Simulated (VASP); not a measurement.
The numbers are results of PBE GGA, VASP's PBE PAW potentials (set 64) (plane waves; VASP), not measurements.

VASP ran on this input.

### POSCAR
```
As
1
    3.7300460666    -1.9098316050    -0.0026906552
    3.7300460666     1.9098316050    -0.0026906552
    2.7544675087     0.0000000000     3.1581029982
As
2
Direct
  0.2270880827   0.2270880827   0.2270880827
  0.7729119173   0.7729119173   0.7729119173
```

INCAR:
```
# general
SYSTEM =As
PREC   =Accurate
ENCUT  =480
LREAL  =F   # projection in real space or not
LASPH  =T   # aspherical one-centre terms

# electronic loop
EDIFF  =1E-7
NELM   =100   # most electronic steps
ALGO   =Normal   # blocked Davidson
LMAXMIX=4

# smearing
ISMEAR =1
SIGMA  =0.1   # width (eV)

# functional
GGA    =PE   # PBE

# ions
IBRION =2
NSW    =40   # most ionic steps
ISIF   =3   # ions, shape and volume
EDIFFG =-0.01   # ionic stop
PSTRESS=150   # kbar

# output
LWAVE  =F
LCHARG =F
```

### KPOINTS
```
Automatic mesh
0
Gamma
10 10 10
0 0 0
```

POTCAR, in this order: As (PBE.64 set). Program: vasp_std.

What VASP printed:

File OSZICAR:
```
...
DAV:   3    -0.890150349154E+01    0.21995E-01   -0.58848E-02  2296   0.150E+00    0.191E-01
DAV:   4    -0.890148084881E+01    0.22643E-04   -0.14118E-03  2428   0.326E-01    0.153E-01
DAV:   5    -0.890143201387E+01    0.48835E-04   -0.23454E-04  2616   0.107E-01    0.464E-02
DAV:   6    -0.890143427920E+01   -0.22653E-05   -0.30194E-05  2198   0.441E-02    0.808E-03
DAV:   7    -0.890143322503E+01    0.10542E-05   -0.18766E-06  2260   0.967E-03    0.224E-03
DAV:   8    -0.890143319279E+01    0.32233E-07   -0.21127E-07  1500   0.351E-03
   6 F= -.55949481E+01 E0= -.55949962E+01  d E =-.123133E+00
       N       E                     dE             d eps       ncg     rms          rms(c)
DAV:   1    -0.897250314557E+01   -0.71070E-01   -0.12418E+00  2177   0.671E+00    0.442E-01
DAV:   2    -0.897174391610E+01    0.75923E-03   -0.33952E-02  2349   0.151E+00    0.244E-01
DAV:   3    -0.896965633935E+01    0.20876E-02   -0.45461E-03  2390   0.414E-01    0.477E-02
DAV:   4    -0.896965416771E+01    0.21716E-05   -0.60673E-05  2597   0.669E-02    0.390E-02
DAV:   5    -0.896965630895E+01   -0.21412E-05   -0.99963E-06  2406   0.233E-02    0.781E-03
DAV:   6    -0.896965703758E+01   -0.72863E-06   -0.98543E-07  2226   0.853E-03    0.176E-03
DAV:   7    -0.896965723755E+01   -0.19997E-06   -0.47793E-08  1114   0.169E-03    0.527E-04
DAV:   8    -0.896965722866E+01    0.88973E-08   -0.12423E-08  1065   0.797E-04
   7 F= -.56028700E+01 E0= -.56026565E+01  d E =-.131055E+00
       N       E                     dE             d eps       ncg     rms          rms(c)
DAV:   1    -0.908107284115E+01   -0.11142E+00   -0.45333E-01  2281   0.409E+00    0.543E-01
DAV:   2    -0.907381368148E+01    0.72592E-02   -0.86049E-03  2225   0.744E-01    0.316E-01
DAV:   3    -0.907016630159E+01    0.36474E-02   -0.81914E-03  2283   0.543E-01    0.701E-02
DAV:   4    -0.907016634556E+01   -0.43972E-07   -0.43573E-05  2344   0.646E-02    0.550E-02
DAV:   5    -0.907016788138E+01   -0.15358E-05   -0.73228E-06  2305   0.236E-02    0.450E-03
DAV:   6    -0.907016828604E+01   -0.40466E-06   -0.53179E-07  2474   0.556E-03    0.162E-03
DAV:   7    -0.907016830245E+01   -0.16408E-07   -0.32409E-08  1128   0.166E-03
   8 F= -.56033221E+01 E0= -.56031963E+01  d E =-.452180E-03
       N       E                     dE             d eps       ncg     rms          rms(c)
DAV:   1    -0.902681812545E+01    0.43350E-01   -0.11040E-01  2275   0.205E+00    0.270E-01
DAV:   2    -0.902506934325E+01    0.17488E-02   -0.20359E-03  2223   0.361E-01    0.156E-01
DAV:   3    -0.902421693956E+01    0.85240E-03   -0.19507E-03  2268   0.266E-01    0.370E-02
DAV:   4    -0.902421608461E+01    0.85496E-06   -0.10212E-05  2357   0.316E-02    0.296E-02
DAV:   5    -0.902421429082E+01    0.17938E-05   -0.18619E-06  2302   0.121E-02    0.169E-03
DAV:   6    -0.902421413579E+01    0.15503E-06   -0.11784E-07  1391   0.272E-03    0.935E-04
DAV:   7    -0.902421415594E+01   -0.20149E-07   -0.11876E-08  1071   0.108E-03
   9 F= -.56067432E+01 E0= -.56065686E+01  d E =-.387328E-02
       N       E                     dE             d eps       ncg     rms          rms(c)
DAV:   1    -0.902794638950E+01   -0.37323E-02   -0.80192E-02  2153   0.175E+00    0.137E-01
DAV:   2    -0.902784366268E+01    0.10273E-03   -0.16744E-03  2332   0.298E-01    0.809E-02
DAV:   3    -0.902777912239E+01    0.64540E-04   -0.37632E-04  2769   0.134E-01    0.144E-02
DAV:   4    -0.902778087811E+01   -0.17557E-05   -0.38482E-05  2195   0.505E-02    0.571E-03
DAV:   5    -0.902778132656E+01   -0.44845E-06   -0.14265E-06  2572   0.989E-03    0.289E-03
DAV:   6    -0.902778146349E+01   -0.13693E-06   -0.13848E-07  1233   0.300E-03    0.401E-04
DAV:   7    -0.902778146206E+01    0.14286E-08   -0.18336E-08  1066   0.105E-03
  10 F= -.56101572E+01 E0= -.56100858E+01  d E =-.341391E-02
       N       E                     dE             d eps       ncg     rms          rms(c)
DAV:   1    -0.903325384145E+01   -0.54724E-02   -0.74422E-01  2153   0.532E+00    0.376E-01
DAV:   2    -0.903241995016E+01    0.83389E-03   -0.16900E-02  2310   0.921E-01    0.222E-01
DAV:   3    -0.903182552046E+01    0.59443E-03   -0.35872E-03  2791   0.406E-01    0.418E-02
DAV:   4    -0.903184532659E+01   -0.19806E-04   -0.35900E-04  2177   0.154E-01    0.173E-02
DAV:   5    -0.903184913065E+01   -0.38041E-05   -0.12444E-05  2637   0.298E-02    0.745E-03
DAV:   6    -0.903184976119E+01   -0.63054E-06   -0.10848E-06  2217   0.820E-03    0.161E-03
DAV:   7    -0.903184976469E+01   -0.35066E-08   -0.22235E-07  1769   0.355E-03
  11 F= -.56157354E+01 E0= -.56155601E+01  d E =-.899216E-02
       N       E                     dE             d eps       ncg     rms          rms(c)
DAV:   1    -0.903291042927E+01   -0.10607E-02   -0.56541E-02  2147   0.147E+00    0.106E-01
DAV:   2    -0.903276460788E+01    0.14582E-03   -0.12642E-03  2303   0.259E-01    0.615E-02
DAV:   3    -0.903270184923E+01    0.62759E-04   -0.33405E-04  2754   0.121E-01    0.130E-02
DAV:   4    -0.903270394889E+01   -0.20997E-05   -0.33442E-05  2169   0.472E-02    0.477E-03
DAV:   5    -0.903270417133E+01   -0.22244E-06   -0.84109E-07  2643   0.782E-03    0.228E-03
DAV:   6    -0.903270424463E+01   -0.73302E-07   -0.67930E-08  1122   0.221E-03
  12 F= -.56158790E+01 E0= -.56157801E+01  d E =-.913576E-02
       N       E                     dE             d eps       ncg     rms          rms(c)
DAV:   1    -0.903261812505E+01    0.86046E-04   -0.10475E-02  2149   0.632E-01    0.453E-02
DAV:   2    -0.903259404771E+01    0.24077E-04   -0.22883E-04  2303   0.111E-01    0.264E-02
DAV:   3    -0.903258355792E+01    0.10490E-04   -0.59509E-05  2757   0.513E-02    0.547E-03
DAV:   4    -0.903258401663E+01   -0.45871E-06   -0.59353E-06  2166   0.199E-02    0.205E-03
DAV:   5    -0.903258406842E+01   -0.51795E-07   -0.15608E-07  1959   0.340E-03
  13 F= -.56160378E+01 E0= -.56158869E+01  d E =-.929460E-02
       N       E                     dE             d eps       ncg     rms          rms(c)
DAV:   1    -0.903264010847E+01   -0.56092E-04   -0.41478E-04  2149   0.126E-01    0.913E-03
DAV:   2    -0.903263897917E+01    0.11293E-05   -0.91663E-06  2300   0.221E-02    0.530E-03
DAV:   3    -0.903263844235E+01    0.53682E-06   -0.24587E-06  2757   0.104E-02    0.111E-03
DAV:   4    -0.903263844513E+01   -0.27834E-08   -0.24430E-07  1945   0.404E-03
  14 F= -.56160334E+01 E0= -.56158906E+01  d E =-.929012E-02
       N       E                     dE             d eps       ncg     rms          rms(c)
DAV:   1    -0.904416892761E+01   -0.11530E-01   -0.65132E-03  2275   0.494E-01    0.639E-02
DAV:   2    -0.904407587904E+01    0.93049E-04   -0.12138E-04  2232   0.881E-02    0.370E-02
DAV:   3    -0.904402596604E+01    0.49913E-04   -0.10393E-04  2267   0.617E-02    0.833E-03
DAV:   4    -0.904402612318E+01   -0.15714E-06   -0.59905E-07  2435   0.764E-03    0.649E-03
DAV:   5    -0.904402646375E+01   -0.34056E-06   -0.10195E-07  1527   0.292E-03    0.220E-04
DAV:   6    -0.904402648234E+01   -0.18597E-07   -0.45495E-09  1048   0.554E-04
  15 F= -.56159483E+01 E0= -.56157809E+01  d E =0.850981E-04
       N       E                     dE             d eps       ncg     rms          rms(c)
DAV:   1    -0.903615982215E+01    0.78666E-02   -0.31954E-03  2275   0.347E-01    0.448E-02
DAV:   2    -0.903611755558E+01    0.42267E-04   -0.59363E-05  2232   0.616E-02    0.259E-02
DAV:   3    -0.903609809435E+01    0.19461E-04   -0.50834E-05  2248   0.432E-02    0.588E-03
DAV:   4    -0.903609797502E+01    0.11933E-06   -0.29400E-07  2412   0.536E-03    0.460E-03
DAV:   5    -0.903609772592E+01    0.24910E-06   -0.49445E-08  1129   0.206E-03    0.165E-04
DAV:   6    -0.903609771410E+01    0.11822E-07   -0.29903E-09  1047   0.486E-04
  16 F= -.56160534E+01 E0= -.56159026E+01  d E =-.199988E-04
```

**OUTCAR**
```
------------------------ aborting loop because EDIFF is reached ----------------------------------------
  FORCE on cell =-STRESS in cart. coord.  units (eV):
  Direction    XX          YY          ZZ          XY          YZ          ZX
  --------------------------------------------------------------------------------------
  Total        3.4132798      3.4219688      3.4211405      0.0000000     -0.0000000     -0.0026825
  in kB      149.7033130    150.0844065    150.0480753      0.0000000     -0.0000000     -0.1176514
  external PRESSURE =      -0.0547351 kB  Pullay stress =     150.0000000 kB
  volume of cell :       36.53
      direct lattice vectors                 reciprocal lattice vectors
     3.281972153 -1.842469370 -0.100286805     0.148739784 -0.271374932 -0.118063091
     3.281972153  1.842469370 -0.100286805     0.148739784  0.271374932 -0.118063091
     2.340803363 -0.000000000  2.949021451     0.010116330  0.000000000  0.331065635
 POSITION                                       TOTAL-FORCE (eV/Angst)
 -----------------------------------------------------------------------------------
      2.10527     -0.00000      0.64979         0.001343     -0.000000      0.000415
      6.79948     -0.00000      2.09866        -0.001343      0.000000     -0.000415
 -----------------------------------------------------------------------------------
    total drift:                               -0.000000     -0.000000     -0.000000
  FREE ENERGIE OF THE ION-ELECTRON SYSTEM (eV)
  ---------------------------------------------------
  free  energy   TOTEN  =        -9.0360977141 eV

  energy  without entropy=       -9.0356452995  energy(sigma->0) =       -9.03594691
  enthalpy is  TOTEN    =        -5.6160533647 eV   P V=        3.4200443494

 reached required accuracy - stopping structural energy minimisation
```
(Selected blocks of OUTCAR.)

**CONTCAR**
```
As
   1.00000000000000
     3.2819721530661647   -1.8424693700170718   -0.1002868046838198
     3.2819721530661647    1.8424693700170718   -0.1002868046838198
     2.3408033627589226   -0.0000000000000000    2.9490214508332433
  As
     2
Direct
     0.2364205192962898    0.2364205192962898    0.2364205193247833
     0.7635794807037100    0.7635794807037100    0.7635794806752166
```

**OUTCAR**
```
 val. band max:        7.2568538217   @ k =   0.3000   0.1000   0.1000

 cond. band min:       7.2813813040   @ k =   0.3000   0.2000   0.2000


 Fermi energy:         7.2568753551

 k-point     1 :       0.0000    0.0000    0.0000
  band No.  band energies     occupation
      1      -8.9406      2.00000
      2       2.6562      2.00000
      3       4.8246      2.00000
      4       4.9110      2.00000
      5       4.9110      2.00000
      6      10.2729      0.00000
      7      11.0030      0.00000
      8      11.0030      0.00000
      9      13.2002      0.00000

 k-point     2 :       0.1000    0.0000    0.0000
  band No.  band energies     occupation
      1      -8.7897      2.00000
      2       1.6813      2.00000
      3       4.8254      2.00000
      4       4.8806      2.00000
      5       5.4750      2.00000
      6      10.1157      0.00000
      7      10.5389      0.00000
      8      10.6588      0.00000
      9      12.8119      0.00000

 k-point     3 :       0.2000    0.0000    0.0000
  band No.  band energies     occupation
      1      -8.3389      2.00000
      2      -0.0665      2.00000
      3       4.8258      2.00000
      4       4.8263      2.00000
      5       6.1202      2.00000
      6       9.3520      0.00000
      7       9.4710      0.00000
      8       9.8065      0.00000
      9      13.0250      0.00000

 k-point     4 :       0.3000    0.0000   -0.0000
  band No.  band energies     occupation
      1      -7.5948      2.00000
      2      -1.9048      2.00000
      3       4.8120      2.00000
      4       4.9092      2.00000
      5       6.4719      2.00000
      6       8.2905     -0.00000
      7       8.4159     -0.00000
      8       8.8671     -0.00000
      9      14.2259      0.00000

 k-point     5 :       0.4000    0.0000    0.0000
  band No.  band energies     occupation
      1      -6.5771      2.00000
      2      -3.6287      2.00000
      3       4.8571      2.00000
...
```

Energy and stress use the plane-wave basis of the starting cell.

The compound is As in the a7 structure. This run relaxes it under an external pressure of 15 GPa. Symmetry was kept, so distortions that lower it aren't found.
